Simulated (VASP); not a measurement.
Data:

```
CELL_PARAMETERS angstrom
      1.98948   -10.33209     0.00000
      1.98948    10.33209     0.00000
      0.00000     0.00000     3.87474
ATOMIC_POSITIONS crystal
  Y  0.41777 0.58223 0.25000
  Y  0.58223 0.41777 0.75000
  Ge 0.81106 0.18894 0.25000
  Ge 0.18894 0.81106 0.75000
  Ge 0.96058 0.03942 0.75000
  Ge 0.03942 0.96058 0.25000
  Ge 0.30902 0.69098 0.75000
  Ge 0.69098 0.30902 0.25000
```

All values below come from PBEsol GGA, VASP's PBE PAW potentials (set 64) (plane waves; VASP). Run with 400 eV cut-off, Gaussian smearing of 0.050 eV, potentials Y_sv Ge_d.

Give the energies of bands 46 to 59 at the high-symmetry points, in eV from the Fermi level.

```tsv
band	Γ	Y	C0	Z	A0	T	S	R
46	-2.66	-2.69	-2.76	-3.00	-5.18	-3.72	-3.03	-5.19
47	-2.29	-2.26	-2.32	-2.40	-3.67	-1.26	-2.11	-3.70
48	-1.59	-2.17	-2.11	-2.40	-3.67	-1.26	-1.81	-3.70
49	-1.54	-1.65	-1.36	-1.10	-2.42	-1.01	-1.70	-2.39
50	-1.11	-1.30	-0.22	-1.10	-2.42	-1.01	-0.14	-2.39
51	-1.02	-1.08	-0.03	0.10	-2.08	-0.22	0.14	-2.09
52	-0.81	-0.85	0.18	0.10	-2.08	-0.22	0.29	-2.09
53	-0.67	-0.66	0.59	0.34	-1.79	-0.01	0.45	-1.80
54	0.69	0.26	0.62	0.34	-1.79	-0.01	0.49	-1.80
55	1.08	1.73	1.25	1.29	2.30	1.06	1.18	2.36
56	2.68	2.83	1.46	1.29	2.30	1.06	1.40	2.36
57	2.83	3.10	1.57	1.43	3.23	1.88	1.67	3.10
58	2.83	3.10	1.62	1.43	3.23	1.88	1.75	3.10
59	3.10	3.12	2.37	2.32	4.33	2.98	2.05	4.36
```

It has no gap at this level: it comes out as a metal or semimetal.

The structure comes from a computed database's YGe3 entry (Cmcm); how it stands against other phases isn't given here. It was relaxed first.
